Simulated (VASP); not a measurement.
An input for Quantum ESPRESSO's pw.x (written as the equivalent of a VASP run, and not itself run):

```
&CONTROL
  calculation = 'vc-relax'
  pseudo_dir = './pseudo'
  outdir = './out'
  tprnfor = .true.
  tstress = .true.
  nstep = 30
  forc_conv_thr = 0.00039
/
&SYSTEM
  ibrav = 0
  nat = 4
  ntyp = 2
  ecutwfc = 84
  occupations = 'smearing'
  smearing = 'gaussian'
  degauss = 0.003675
  input_dft = 'vdw-df-obk8'
/
&ELECTRONS
  conv_thr = 7.3e-09
  electron_maxstep = 100
/
&IONS
/
&CELL
  cell_dofree = 'shape'
/
ATOMIC_SPECIES
  Sn 118.710 Sn.upf
  O 15.999 O.upf
CELL_PARAMETERS angstrom
     3.8187318    0.0000000    0.0000000
     0.0000000    3.8187318    0.0000000
     0.0000000    0.0000000    4.8389562
ATOMIC_POSITIONS crystal
  Sn   0.5000000  0.0000000  0.7622443
  Sn   0.0000000  0.5000000  0.2377557
  O    0.5000000  0.5000000  0.0000000
  O    0.0000000  0.0000000  0.0000000
K_POINTS automatic
  6 6 5 0 0 0
```

Question: Write the VASP files for the same calculation (optB88-vdW).

Answer: One answer among several that fit: 
POSCAR:
```
SnO
1
    3.8187317711     0.0000000000     0.0000000000
    0.0000000000     3.8187317711     0.0000000000
    0.0000000000     0.0000000000     4.8389561985
Sn O
2 2
Direct
  0.5000000000   0.0000000000   0.7622442583
  0.0000000000   0.5000000000   0.2377557417
  0.5000000000   0.5000000000   0.0000000000
  0.0000000000   0.0000000000   0.0000000000
```

### INCAR
```
! general
SYSTEM    =  SnO
PREC      =  Accurate
ENCUT     =  520
LREAL     =  .FALSE.   ! projection in real space or not
LASPH     =  .TRUE.   ! aspherical one-centre terms

! electronic loop
EDIFF     =  1E-7   ! SCF stop (eV)
NELM      =  100
ALGO      =  Normal
LMAXMIX   =  4

! smearing
ISMEAR    =  0   ! Gaussian
SIGMA     =  0.05   ! width (eV)

! functional
GGA       =  BO
LUSE_VDW  =  .TRUE.
AGGAC     =  0.0
PARAM1    =  0.1833333333
PARAM2    =  0.22

! ions
IBRION    =  2
NSW       =  30   ! most ionic steps
ISIF      =  4   ! ions and shape, fixed volume
EDIFFG    =  -0.01   ! ionic stop

! output
LWAVE     =  .FALSE.
LCHARG    =  .FALSE.
```

KPOINTS:
```
K-points
0
G
  6 6 5
```

POTCAR, in this order: Sn_d O (PBE.64 set). Program: vasp_std.

What does not carry over: the potentials are each code's own (VASP's PAW set, PseudoDojo norm-conserving files in pw.x), so ENCUT and ecutwfc are chosen apart and not converted; conv_thr bounds pw.x's estimated SCF error, while EDIFF bounds the energy change between steps; forc_conv_thr acts on force components and is met together with etot_conv_thr.

The compound is SnO in the litharge structure. This cell is one point of a volume scan, at 0.97 of the reference volume. Symmetry was kept, so distortions that lower it aren't found.
